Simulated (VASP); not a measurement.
Energy against volume of SiC (zinc blende). These are PBE GGA with D3 dispersion (Becke-Johnson damping), VASP's PBE PAW potentials (set 64) (plane waves; VASP) values and carry that method's errors.

```tsv
V (Å³/atom)	E (eV/atom)
9.660	-7.80179
9.968	-7.82344
10.277	-7.83026
10.585	-7.82430
10.893	-7.80729
```

Problem. Fit a third-order Birch-Murnaghan equation of state.

Solution. 
* **volume per atom**: 10.28 Å³/atom
* **bulk modulus**: 221 GPa
* **pressure derivative of the bulk modulus**: 3.91
* **lattice constant a**: 0.4349 nm

Measured: bulk modulus 229 GPa at 0 K (computed value off by -3.6 %), as given by Daniel Mejia-Rodriguez et al., Physical Review B (2018), arXiv:1807.09216 [0 K value with the zero-point phonon effect removed]; a 4.346 Å at 0 K (computed value off by +0.1 %), as given by Daniel Mejia-Rodriguez et al., Physical Review B (2018), arXiv:1807.09216 [static lattice: zero-point anharmonic expansion removed].

The compound is SiC in the zinc blende structure. It was relaxed first.
